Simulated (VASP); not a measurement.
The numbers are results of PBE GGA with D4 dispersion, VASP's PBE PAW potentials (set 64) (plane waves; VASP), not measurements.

VASP input:

POSCAR:
```
FeAl
1
    2.8417237673    -0.0000000000     0.0000000000
   -0.0000000000     2.8417237673    -0.0000000000
   -0.0000000000    -0.0000000000     2.8417237673
Al Fe
1 1
Direct
  0.5000000000   0.5000000000   0.5000000000
  0.0000000000   0.0000000000   0.0000000000
```

File KPOINTS:
```
Automatic mesh
0
Gamma
12 12 12
0 0 0
```

INCAR:
```
! general
SYSTEM   =  FeAl
PREC     =  Accurate
ENCUT    =  520
LREAL    =  .FALSE.
LASPH    =  .TRUE.

! electronic loop
EDIFF    =  1E-6
NELM     =  100
ALGO     =  Normal
LMAXMIX  =  4

! smearing
ISMEAR   =  1
SIGMA    =  0.1

! functional
GGA      =  PE
IVDW     =  13

! ions
IBRION   =  2
NSW      =  60
ISIF     =  3
EDIFFG   =  -0.01

! output
LWAVE    =  .FALSE.
LCHARG   =  .FALSE.
```

POTCAR, in this order: Al Fe (PBE.64 set). Program: vasp_std.

### Question
What does the run give for the energy per atom (σ→0), dispersion energy, band gap (on the k-mesh)?

### Answer

- energy per atom (σ→0) = -6.719 eV/atom
- dispersion energy = -0.830 eV
- band gap (on the k-mesh) = none (metal, semimetal or under 0.01 eV)

File OSZICAR:
```
...
DAV:   6    -0.163153579102E+02   -0.17393E+01   -0.71271E+01  1757   0.134E+02    0.172E+01
DAV:   7    -0.126580860663E+02    0.36573E+01   -0.34603E+01  1708   0.830E+01    0.250E+00
DAV:   8    -0.126243040338E+02    0.33782E-01   -0.21287E-01  1742   0.583E+00    0.142E+00
DAV:   9    -0.126090070353E+02    0.15297E-01   -0.48987E-02  1846   0.339E+00    0.342E-01
DAV:  10    -0.126085958682E+02    0.41117E-03   -0.10234E-03  2034   0.458E-01    0.164E-01
DAV:  11    -0.126085729883E+02    0.22880E-04   -0.36940E-05  1750   0.707E-02    0.587E-03
DAV:  12    -0.126085732431E+02   -0.25475E-06   -0.78918E-07  1007   0.907E-03
   1 F= -.13438085E+02 E0= -.13438040E+02  d E =-.134381E+02
```

The compound is FeAl in the CsCl type structure. It was relaxed first, which changed the volume by -7 %. The start is the result of an earlier pass. The run is not spin-polarised, so no magnetic state was tried. The electron count is odd and the run is not spin-polarised, which forces a metal.
